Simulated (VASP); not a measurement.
```xyz
3
Lattice="0.0000 3.2385 3.2385 3.2385 0.0000 3.2385 3.2385 3.2385 0.0000" Properties=species:S:1:pos:R:3 pbc="T T T"
Mg     1.6193     1.6193     1.6193
Mg     4.8578     4.8578     4.8578
Si     0.0000     0.0000     0.0000
```

All values below come from PBE GGA, VASP's PBE PAW potentials (set 64) (plane waves; VASP). Run with EDIFF = 1E-4, 400 eV cut-off, 6×6×6 Γ-centred mesh, Gaussian smearing of 0.050 eV, potentials Mg Si.

### Question
Predict the energy per atom (σ→0), pressure, band gap (on the k-mesh) with the smallest direct gap where there is one.

### Answer

The band gap (on the k-mesh) comes out as 0.27 eV and the smallest direct gap (on the k-mesh) is 1.53 eV. The energy per atom (σ→0) is -2.954 eV/atom. The pressure comes out as -2.67 GPa.

The compound is Mg2Si in the antifluorite structure. The cell was not relaxed at this level. The run is one of a series of settings (EDIFF = 1E-4 against the base run), some of them coarse on purpose.
